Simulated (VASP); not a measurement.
The system is Si3C.

```
CELL_PARAMETERS angstrom
4.91480 0.00000 0.00000
-2.45740 4.25634 0.00000
0.00000 0.00000 2.43311
ATOMIC_POSITIONS crystal
Si 0.50000 0.00000 0.50000
Si 0.00000 0.50000 0.50000
Si 0.50000 0.50000 0.50000
C 0.00000 0.00000 0.50000
```

The cell was built by a generator and needn't be a form met in nature.

* Program: VASP 6.6.1
* Task: relaxation of cell and atoms
* Functional: PBE
* Dispersion: rVV10
* Potentials or basis: VASP PAW PBE potentials, release 64 (Si, C)
* Cutoff: 600 eV
* k mesh: 5 × 5 × 8
* Occupations: fermi-dirac, width 0.05 eV
* Spin: no spin polarisation

At the start: pressure -1.2 GPa; volume 12.72 Å³/atom.

**Question.** Where does the relaxation end?

**Answer.** Over 6 steps the energy falls by 5.0 meV/atom and the volume is 12.58 Å³/atom (-1.1 %); space group P6/mmm (No. 191, to 0.05 Å).

Step by step:
```csv
step,energy change (eV),largest force (eV/Å),pressure (GPa),volume (Å³)
1,0.0000,0.0000,-1.19,50.90
2,-0.0196,0.0000,0.35,50.19
3,-0.0200,0.0000,0.14,50.27
4,-0.0200,0.0000,0.10,50.28
5,-0.0200,0.0000,-0.06,50.35
6,-0.0200,0.0000,-0.03,50.33
```

Final structure:
```cif
data_structure
_symmetry_space_group_name_H-M 'P 1'
_symmetry_Int_Tables_number 1
_cell_length_a 4.8609
_cell_length_b 4.8609
_cell_length_c 2.4595
_cell_angle_alpha 90.000
_cell_angle_beta 90.000
_cell_angle_gamma 120.000
_cell_volume 50.33
loop_
_atom_site_label
_atom_site_type_symbol
_atom_site_fract_x
_atom_site_fract_y
_atom_site_fract_z
_atom_site_occupancy
Si1 Si 0.50000 0.00000 0.50000 1
Si2 Si 0.00000 0.50000 0.50000 1
Si3 Si 0.50000 0.50000 0.50000 1
C1 C 0.00000 0.00000 0.50000 1
```
